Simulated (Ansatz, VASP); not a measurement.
# KI in two plane-wave programs, part 2 of 3

Wanted: the spread between two codes on one cell, functional and k mesh. The cell is taken from a series of runs on this material, whose earlier steps may have relaxed, scaled, displaced or heated it; both programs get it as it stands.

VASP 6.6.1 and Ansatz 0.2.0.

So far: Starting point; Ansatz: zone-centre phonons, PBE, pair 1.

**3. VASP: zone-centre phonons, PBE, pair 1**

Level of this step: PBE; plane waves and PAW (K_sv, I) (VASP).

The same cell, functional and mesh now go to VASP, with its own data sets.

Lines of VASP's logs that name or quote its potential files are left out, and so is its time.

Input file INCAR:

```
SYSTEM = KI
PREC = Accurate
ENCUT = 500
EDIFF = 1E-08
NELM = 120
ISMEAR = 0
SIGMA = 0.01
LREAL = .FALSE.
ALGO = Normal
GGA = PE
NBANDS = 14
LORBIT = 11
LWAVE = .FALSE.
LCHARG = .FALSE.
ISIF = 2
IBRION = 8
LEPSILON = .TRUE.
LASPH = .TRUE.
GGA_COMPAT = .FALSE.
EFERMI = MIDGAP
KPAR = 2
```

Input file POSCAR:

```
KI
1.0
    0.0000000000      3.5913100013      3.5913100013
    3.5913100013      0.0000000000      3.5913100013
    3.5913100013      3.5913100013      0.0000000000
K I
1 1
Direct
    0.0000000000      0.0000000000      0.0000000000
    0.5000000000      0.5000000000      0.5000000000
```

Input file KPOINTS:

```
Automatic mesh
0
Gamma
8 8 8
0 0 0
```

PAW data sets: K_sv and I (PBE family, release 64).

Launch:

```sh
$ mpirun -np 2 vasp_std
```

Numbers of over 12 decimals in the logs are rounded to 6 here.

Output:

```text
[banner, memory and clock lines left out]
running    2 mpi-ranks, on    1 nodes
 distrk:  each k-point on    1 cores,    2 groups
 distr:  one band on    1 cores,    1 groups

 POSCAR found type information on POSCAR K I
 POSCAR found :  2 types and       2 ions
 LDA part: xc-table for (Slater+PW92), standard interpolation
 POSCAR, INCAR and KPOINTS ok, starting setup
 FFT: planning ... GRIDC
 FFT: planning ... GRID_SOFT
 FFT: planning ... GRID
 WAVECAR not read
 entering main loop
       N       E                     dE             d eps       ncg     rms          rms(c)
DAV:   1     0.883474341939E+02    0.88347E+02   -0.62489E+03   812   0.929E+02
DAV:   2     0.185945316741E-01   -0.88329E+02   -0.82925E+02  1032   0.217E+02
DAV:   3    -0.537882195527E+01   -0.53974E+01   -0.53740E+01  1116   0.480E+01
DAV:   4    -0.565286445893E+01   -0.27404E+00   -0.27394E+00  1338   0.964E+00
DAV:   5    -0.565500063767E+01   -0.21362E-02   -0.21361E-02  1092   0.778E-01    0.279E+00
DAV:   6    -0.556405483917E+01    0.90946E-01   -0.11442E-01   986   0.190E+00    0.202E+00
DAV:   7    -0.555828895619E+01    0.57659E-02   -0.12568E-01  1058   0.176E+00    0.791E-01
DAV:   8    -0.556432834393E+01   -0.60394E-02   -0.13385E-02   924   0.750E-01    0.114E-01
DAV:   9    -0.556488221030E+01   -0.55387E-03   -0.11447E-03  1106   0.195E-01    0.774E-02
DAV:  10    -0.556501515010E+01   -0.13294E-03   -0.13518E-04   946   0.671E-02    0.202E-02
DAV:  11    -0.556506158616E+01   -0.46436E-04   -0.56750E-05   854   0.462E-02    0.145E-02
DAV:  12    -0.556506242365E+01   -0.83749E-06   -0.35849E-06  1070   0.144E-02    0.104E-02
DAV:  13    -0.556506266437E+01   -0.24072E-06   -0.42551E-07   878   0.373E-03    0.406E-03
DAV:  14    -0.556506286885E+01   -0.20448E-06   -0.35520E-07   908   0.303E-03    0.141E-03
DAV:  15    -0.556506280816E+01    0.60694E-07   -0.16989E-08  1012   0.925E-04    0.832E-04
DAV:  16    -0.556506284189E+01   -0.33733E-07   -0.19881E-09   520   0.249E-04    0.153E-04
DAV:  17    -0.556506284731E+01   -0.54185E-08   -0.48383E-10   454   0.129E-04
   1 F= -.55650628E+01 E0= -.55650628E+01  d E =0.000000E+00
 Linear response reoptimize wavefunctions to high precision
DAV:   1    -0.556506284600E+01    0.13060E-08   -0.71031E-11   544   0.545E-05
DAV:   2    -0.556506284608E+01   -0.81855E-10   -0.26660E-11   454   0.266E-05
 Linear response G [H, r] |phi>, progress :
  Direction:   1
       N       E                     dE             d eps       ncg     rms
RMM:   1    -0.616589957398E+02   -0.61659E+02    0.38279E+02  1617   0.936E+01
RMM:   2    -0.614312543907E+02    0.22774E+00   -0.71839E+00  1589   0.198E+01
RMM:   3    -0.618930619239E+02   -0.46181E+00   -0.23425E+00  1906   0.641E+00
RMM:   4    -0.619521236770E+02   -0.59062E-01   -0.71081E-01  1932   0.231E+00
RMM:   5    -0.619663106701E+02   -0.14187E-01   -0.16979E-01  1937   0.105E+00
RMM:   6    -0.619793025439E+02   -0.12992E-01   -0.13531E-01  1953   0.485E-01
RMM:   7    -0.619703292452E+02    0.89733E-02    0.10938E-01  1967   0.238E-01
RMM:   8    -0.619719130288E+02   -0.15838E-02   -0.12779E-02  1980   0.112E-01
RMM:   9    -0.619719069240E+02    0.61048E-05    0.12862E-03  1983   0.561E-02
RMM:  10    -0.619720343793E+02   -0.12746E-03    0.43177E-03  1947   0.268E-02
RMM:  11    -0.619720488140E+02   -0.14435E-04   -0.21552E-03  1889   0.138E-02
RMM:  12    -0.619720610179E+02   -0.12204E-04    0.98395E-04  1862   0.757E-03
RMM:  13    -0.619720648916E+02   -0.38736E-05    0.83136E-04  1826   0.448E-03
RMM:  14    -0.619720663107E+02   -0.14191E-05    0.78681E-04  1754   0.274E-03
RMM:  15    -0.619720671357E+02   -0.82507E-06    0.63789E-04  1585   0.184E-03
RMM:  16    -0.619720672761E+02   -0.14035E-06    0.53721E-04  1427   0.137E-03
RMM:  17    -0.619720675571E+02   -0.28103E-06    0.60158E-04  1296   0.109E-03
RMM:  18    -0.619720674814E+02    0.75691E-07    0.49386E-04  1231   0.940E-04
RMM:  19    -0.619720678039E+02   -0.32251E-06    0.46789E-04  1173   0.843E-04
RMM:  20    -0.619720675421E+02    0.26187E-06    0.45641E-04  1134   0.796E-04
RMM:  21    -0.619720677513E+02   -0.20920E-06    0.45494E-04  1056   0.764E-04
RMM:  22    -0.619720676051E+02    0.14613E-06    0.45003E-04  1013   0.747E-04
RMM:  23    -0.619720678244E+02   -0.21922E-06    0.44376E-04   983   0.736E-04
 Linear response G [H, r] |phi>, progress :
  Direction:   2
       N       E                     dE             d eps       ncg     rms
RMM:   1    -0.600197548353E+02   -0.60020E+02    0.39815E+02  1624   0.950E+01
RMM:   2    -0.599472225075E+02    0.72532E-01   -0.72583E+00  1580   0.203E+01
RMM:   3    -0.602940935199E+02   -0.34687E+00   -0.16867E+00  1895   0.607E+00
RMM:   4    -0.603275998124E+02   -0.33506E-01   -0.40051E-01  1923   0.196E+00
RMM:   5    -0.603384044807E+02   -0.10805E-01   -0.92016E-02  1932   0.848E-01
RMM:   6    -0.603406452222E+02   -0.22407E-02   -0.21262E-02  1946   0.384E-01
[...]
RMM:   8    -0.456420699574E+00   -0.69430E-06   -0.24247E-04  1769   0.408E-03
RMM:   9    -0.456420870289E+00   -0.17072E-06    0.80883E-05  1660   0.169E-03
RMM:  10    -0.456420884681E+00   -0.14392E-07   -0.48616E-05  1611   0.832E-04
RMM:  11    -0.456420891919E+00   -0.72375E-08    0.17363E-05  1473   0.366E-04
RMM:  12    -0.456420893519E+00   -0.16001E-08   -0.94037E-06  1359   0.198E-04
[...]
RMM:   7    -0.541636659072E+00   -0.22172E-02   -0.88504E-04  3690   0.814E-02    0.238E-02
RMM:   8    -0.542231782330E+00   -0.59512E-03   -0.33206E-04  3621   0.392E-02    0.903E-03
RMM:   9    -0.542368670794E+00   -0.13689E-03   -0.67956E-05  4070   0.175E-02    0.572E-03
RMM:  10    -0.542390403836E+00   -0.21733E-04    0.57188E-05  3935   0.801E-03    0.444E-03
RMM:  11    -0.542389787253E+00    0.61658E-06    0.30805E-05  3608   0.457E-03    0.204E-03
RMM:  12    -0.542385241313E+00    0.45459E-05    0.25760E-05  3996   0.214E-03    0.613E-04
RMM:  13    -0.542382375725E+00    0.28656E-05    0.11676E-05  4096   0.100E-03    0.230E-04
RMM:  14    -0.542379164782E+00    0.32109E-05    0.85985E-06  3933   0.499E-04    0.532E-05
RMM:  15    -0.542379791177E+00   -0.62639E-06    0.44574E-06  3514   0.231E-04    0.421E-05
RMM:  16    -0.542379024504E+00    0.76667E-06    0.25313E-06  2869   0.129E-04    0.675E-06
 change of polarisation eV/A/(eV/A) component  2 :     0.087     0.922    -0.027
 dielectric tensor                  component  2 :     0.170     2.800    -0.053
 Linear response to external field, progress :
  Direction:   3
       N       E                     dE             d eps       ncg     rms          rms(c)
RMM:   1    -0.522647114423E+00   -0.52265E+00   -0.94637E-01  3735   0.328E+00
RMM:   2    -0.539749963061E+00   -0.17103E-01   -0.63829E-02  3533   0.913E-01    0.178E+00
RMM:   3    -0.481358458500E+00    0.58392E-01   -0.84397E-02  3071   0.137E+00    0.841E-01
RMM:   4    -0.507467023391E+00   -0.26109E-01   -0.85471E-02  3120   0.128E+00    0.201E-01
RMM:   5    -0.535308257442E+00   -0.27841E-01   -0.11019E-02  3499   0.474E-01    0.714E-02
RMM:   6    -0.539407058251E+00   -0.40988E-02   -0.37667E-03  3828   0.202E-01    0.347E-02
RMM:   7    -0.541633957581E+00   -0.22269E-02   -0.89187E-04  3679   0.813E-02    0.238E-02
RMM:   8    -0.542231073123E+00   -0.59712E-03   -0.19455E-04  3611   0.391E-02    0.912E-03
RMM:   9    -0.542365841328E+00   -0.13477E-03    0.47554E-06  4056   0.175E-02    0.579E-03
RMM:  10    -0.542389052747E+00   -0.23211E-04    0.65988E-05  3913   0.796E-03    0.448E-03
RMM:  11    -0.542389382311E+00   -0.32956E-06    0.43219E-05  3607   0.454E-03    0.194E-03
RMM:  12    -0.542384843750E+00    0.45386E-05    0.26361E-05  4010   0.210E-03    0.632E-04
RMM:  13    -0.542381933066E+00    0.29107E-05    0.14583E-05  4069   0.979E-04    0.203E-04
RMM:  14    -0.542379278081E+00    0.26550E-05    0.89222E-06  3943   0.479E-04    0.549E-05
RMM:  15    -0.542379771990E+00   -0.49391E-06    0.51740E-06  3456   0.219E-04    0.415E-05
RMM:  16    -0.542379002386E+00    0.76960E-06    0.28153E-06  2817   0.124E-04    0.575E-06
 change of polarisation eV/A/(eV/A) component  3 :    -0.000     0.048     0.922
 dielectric tensor                  component  3 :    -0.001     0.093     2.800
 Linear response DOF=           2
 Linear response progress:
  Degree of freedom:   1/  2
       N       E                     dE             d eps       ncg     rms          rms(c)
RMM:   1    -0.315878284544E+00   -0.31588E+00    0.21762E-01  2534   0.391E+00
RMM:   2    -0.317793963804E+00   -0.19157E-02   -0.27621E-02  2892   0.984E-01    0.325E-02
RMM:   3    -0.320108558632E+00   -0.23146E-02   -0.51475E-03  3616   0.309E-01    0.414E-02
RMM:   4    -0.320210909439E+00   -0.10235E-03   -0.97330E-05  3591   0.516E-02    0.369E-02
RMM:   5    -0.320308531856E+00   -0.97622E-04   -0.21141E-05  3249   0.293E-02    0.569E-03
RMM:   6    -0.320322142825E+00   -0.13611E-04   -0.38988E-06  3905   0.997E-03    0.333E-03
RMM:   7    -0.320330340131E+00   -0.81973E-05   -0.81269E-07  3681   0.399E-03    0.939E-04
RMM:   8    -0.320331414440E+00   -0.10743E-05   -0.12090E-07  4020   0.169E-03    0.660E-04
RMM:   9    -0.320333378868E+00   -0.19644E-05    0.25855E-07  3717   0.901E-04    0.148E-04
RMM:  10    -0.320333604955E+00   -0.22609E-06    0.30051E-07  3971   0.476E-04    0.433E-05
RMM:  11    -0.320333432233E+00    0.17272E-06    0.41746E-07  3751   0.256E-04    0.362E-05
RMM:  12    -0.320333511765E+00   -0.79533E-07    0.20034E-07  4064   0.143E-04    0.127E-05
RMM:  13    -0.320333492077E+00    0.19688E-07    0.17714E-07  4131   0.833E-05    0.167E-05
RMM:  14    -0.320333499441E+00   -0.73639E-08    0.10185E-07  4031   0.513E-05    0.220E-05
RMM:  15    -0.320333491270E+00    0.81709E-08    0.64731E-08  3652   0.347E-05    0.176E-05
 first order change of Fermi-energy  -0.12552E-03
 force on displaced ion       1 direction 1 :  -0.853   0.000   0.000
 Born effective charge ion    1 direction 1 :   1.156   0.000   0.000
 Linear response progress:
  Degree of freedom:   2/  2
       N       E                     dE             d eps       ncg     rms          rms(c)
RMM:   1    -0.862660259162E-01   -0.86266E-01    0.62295E-02  3616   0.965E-01
RMM:   2    -0.861530540631E-01    0.11297E-03   -0.19781E-03  2960   0.229E-01    0.383E-02
RMM:   3    -0.865015957917E-01   -0.34854E-03   -0.24276E-04  3178   0.669E-02    0.283E-02
RMM:   4    -0.867933546267E-01   -0.29176E-03   -0.48966E-05  3254   0.276E-02    0.108E-02
RMM:   5    -0.869838320748E-01   -0.19048E-03   -0.16889E-05  3141   0.163E-02    0.449E-03
RMM:   6    -0.869983318011E-01   -0.14500E-04   -0.35303E-06  3331   0.782E-03    0.220E-03
RMM:   7    -0.869955274539E-01    0.28043E-05   -0.31609E-06  3786   0.259E-03    0.413E-04
RMM:   8    -0.869950346186E-01    0.49284E-06    0.95638E-06  3702   0.121E-03    0.213E-04
RMM:   9    -0.869940179268E-01    0.10167E-05    0.44015E-06  3860   0.562E-04    0.277E-04
RMM:  10    -0.869947008585E-01   -0.68293E-06    0.77491E-06  3945   0.266E-04    0.437E-05
RMM:  11    -0.869946432009E-01    0.57658E-07    0.33587E-07  4067   0.115E-04    0.359E-05
RMM:  12    -0.869946469469E-01   -0.37460E-08    0.10495E-06  3974   0.483E-05    0.201E-05
RMM:  13    -0.869945985292E-01    0.48418E-07    0.25328E-08  3857   0.256E-05    0.146E-05
RMM:  14    -0.869945633323E-01    0.35197E-07    0.23972E-08  3988   0.106E-05    0.805E-06
RMM:  15    -0.869945450264E-01    0.18306E-07    0.42116E-08  3515   0.540E-06    0.357E-06
RMM:  16    -0.869945412528E-01    0.37737E-08    0.35790E-08  3322   0.232E-06    0.258E-06
 first order change of Fermi-energy   0.42068E-03
 force on displaced ion       2 direction 1 :  -0.858   0.000   0.000
 Born effective charge ion    2 direction 1 :  -1.156   0.000   0.000
 Born effective charges drift removed
 Linear response finished
```

Parts of OUTCAR (step 3):

```text
ion  position               nearest neighbor table
   1  0.000  0.000  0.000-   2 3.59   2 3.59   2 3.59   2 3.59   2 3.59   2 3.59
   2  0.500  0.500  0.500-   1 3.59   1 3.59   1 3.59   1 3.59   1 3.59   1 3.59

  LATTYP: Found a face centered cubic cell.
 ALAT       =     7.1826200026

 Subroutine GETGRP returns: Found 48 space group operations
 (whereof 48 operations were pure point group operations)

The static configuration has the point symmetry O_h .

 Found     29 irreducible k-points:

   k-points           NKPTS =     29   k-points in BZ     NKDIM =     29   number of bands    NBANDS=     14

   dimension x,y,z NGX =    40 NGY =   40 NGZ =   40
   dimension x,y,z NGXF=    80 NGYF=   80 NGZF=   80

   ENCUT  =  500.0 eV  36.75 Ry    6.06 a.u.   9.26  9.26  9.26*2*pi/ulx,y,z

   NELECT =      16.0000    total number of electrons

 k-points in reciprocal lattice and weights: Automatic mesh
   0.00000000  0.00000000  0.00000000       0.002
   0.12500000  0.00000000  0.00000000       0.016
   0.25000000  0.00000000  0.00000000       0.016
   0.37500000  0.00000000  0.00000000       0.016
   0.50000000  0.00000000  0.00000000       0.008
   0.12500000  0.12500000  0.00000000       0.012
   0.25000000  0.12500000  0.00000000       0.047
   0.37500000  0.12500000  0.00000000       0.047
   0.50000000  0.12500000  0.00000000       0.047
[...]
-0.37500000  0.50000000  0.12500000       0.023
  -0.25000000  0.50000000  0.25000000       0.012

 average (electrostatic) potential at core
       1 -36.5467       2 -94.3781

  Total        0.0103744      0.0103744      0.0103744      0.0000000      0.0000000     -0.0000000
  in kB        0.1794259      0.1794259      0.1794259      0.0000000      0.0000000     -0.0000000
  external PRESSURE =       0.1794259 kB  Pullay stress =       0.0000000 kB

  energy-cutoff  :      500.00
  volume of cell :       92.64
      direct lattice vectors                 reciprocal lattice vectors
     0.000000000  3.591310001  3.591310001    -0.139224962  0.139224962  0.139224962
     3.591310001  0.000000000  3.591310001     0.139224962 -0.139224962  0.139224962
     3.591310001  3.591310001  0.000000000     0.139224962  0.139224962 -0.139224962

 POSITION                                       TOTAL-FORCE (eV/Angst)
 -----------------------------------------------------------------------------------
      0.00000      0.00000      0.00000         0.000000      0.000000      0.000000
      3.59131      3.59131      3.59131        -0.000000      0.000000      0.000000
 -----------------------------------------------------------------------------------
    total drift:                                0.000000     -0.000000     -0.000000

 MACROSCOPIC STATIC DIELECTRIC TENSOR (including local field effects in DFT)
 ------------------------------------------------------
           2.800043    -0.000000     0.000000
          -0.000000     2.800043     0.000000
          -0.000000    -0.000000     2.800043
 ------------------------------------------------------

 PIEZOELECTRIC TENSOR (including local field effects)  for field in x, y, z        (C/m^2)
          XX          YY          ZZ          XY          YZ          ZX
  --------------------------------------------------------------------------------
  x     0.00000     0.00000     0.00000     0.00000     0.00000     0.00000
  y     0.00000     0.00000     0.00000     0.00000     0.00000     0.00000
  z     0.00000     0.00000     0.00000     0.00000     0.00000     0.00000

 BORN EFFECTIVE CHARGES (including local field effects) (in |e|, cummulative output)
 ---------------------------------------------------------------------------------
 ion    1
    1     1.15601    -0.00000     0.00000
    2    -0.00000     1.15601     0.00000
    3     0.00000     0.00000     1.15601
 ion    2
    1    -1.15601     0.00000    -0.00000
    2     0.00000    -1.15601     0.00000
    3     0.00000    -0.00000    -1.15601

 Eigenvectors and eigenvalues of the dynamical matrix
 ----------------------------------------------------

   1 f  =    2.643155 THz    16.607430 2PiTHz   88.166147 cm-1    10.931204 meV
             X         Y         Z           dx          dy          dz
      0.000000  0.000000  0.000000    -0.873809   -0.000000    0.000000
      3.591310  3.591310  3.591310     0.486269    0.000000    0.000000

   2 f  =    2.643155 THz    16.607430 2PiTHz   88.166147 cm-1    10.931204 meV
             X         Y         Z           dx          dy          dz
      0.000000  0.000000  0.000000     0.000000    0.873809    0.000000
      3.591310  3.591310  3.591310    -0.000000   -0.486269    0.000000

   3 f  =    2.643155 THz    16.607430 2PiTHz   88.166147 cm-1    10.931204 meV
             X         Y         Z           dx          dy          dz
      0.000000  0.000000  0.000000     0.000000    0.000000    0.873809
      3.591310  3.591310  3.591310     0.000000    0.000000   -0.486269

   4 f/i=    0.002894 THz     0.018185 2PiTHz    0.096539 cm-1     0.011969 meV
             X         Y         Z           dx          dy          dz
      0.000000  0.000000  0.000000    -0.143897   -0.464490    0.000000
      3.591310  3.591310  3.591310    -0.258578   -0.834674    0.000000

   5 f/i=    0.002894 THz     0.018185 2PiTHz    0.096539 cm-1     0.011969 meV
             X         Y         Z           dx          dy          dz
      0.000000  0.000000  0.000000     0.000000    0.000000   -0.486269
      3.591310  3.591310  3.591310     0.000000    0.000000   -0.873809

   6 f/i=    0.002894 THz     0.018185 2PiTHz    0.096539 cm-1     0.011969 meV
             X         Y         Z           dx          dy          dz
      0.000000  0.000000  0.000000    -0.464490    0.143897    0.000000
      3.591310  3.591310  3.591310    -0.834674    0.258578    0.000000

 MACROSCOPIC STATIC DIELECTRIC TENSOR IONIC CONTRIBUTION
 ------------------------------------------------------
           3.051009    -0.000000     0.000000
          -0.000000     3.051009     0.000000
           0.000000     0.000000     3.051009
 ------------------------------------------------------

 ELASTIC MODULI CONTR FROM IONIC RELAXATION (kBar)
 Direction    XX          YY          ZZ          XY          YZ          ZX
 --------------------------------------------------------------------------------
 XX           0.0000      0.0000      0.0000      0.0000      0.0000      0.0000
 YY           0.0000      0.0000      0.0000      0.0000      0.0000      0.0000
 ZZ           0.0000      0.0000      0.0000      0.0000      0.0000      0.0000
 XY           0.0000      0.0000      0.0000      0.0000      0.0000      0.0000
 YZ           0.0000      0.0000      0.0000      0.0000      0.0000      0.0000
 ZX           0.0000      0.0000      0.0000      0.0000      0.0000      0.0000
 --------------------------------------------------------------------------------

 PIEZOELECTRIC TENSOR IONIC CONTR  for field in x, y, z        (C/m^2)
          XX          YY          ZZ          XY          YZ          ZX
  --------------------------------------------------------------------------------
  x     0.00000     0.00000     0.00000     0.00000     0.00000     0.00000
  y     0.00000     0.00000     0.00000     0.00000     0.00000     0.00000
  z     0.00000     0.00000     0.00000     0.00000     0.00000     0.00000
```

**4. Side by side**

Known differences besides the potentials themselves: fixed occupations in Ansatz, narrow Gaussian smearing in VASP; the data sets hold 26 valence electrons in Ansatz (on its PAW soft_1 files) and 16 in VASP; the cutoff is 550 eV in Ansatz and 500 eV in VASP. Total energies have different zeros and are not compared.

Both answers:

```csv
quantity,Ansatz,VASP,difference
ε∞ xx,2.80,2.80,+0.00 %
ε∞ yy,2.80,2.80,+0.00 %
ε∞ zz,2.80,2.80,+0.00 %
Born charge of K1 (mean of the diagonal) (e),1.16,1.16,0.00
Born charge of I2 (mean of the diagonal) (e),-1.16,-1.16,0.00
optical mode 1 to 3 (cm⁻¹),87.8,88.2,-0.44 %
```

Modes are paired by rising frequency, not by their patterns, so a pair may set unlike modes beside each other; they are those without the splitting of longitudinal modes.

(Continued in part 3 of 3.)

[Lines on the potential files, build, host, timing and source positions are cut from VASP's logs without a mark.]

[Logs are printed without paths, hosts, clocks, repeated set-up lines and the standing remarks that a program may print on its own settings, such as how far it seeks lower states.]

[Hosts, paths, dates, database ids (printed as entryN), source tags and the programs' standing remarks are cut or masked in the printed files.]
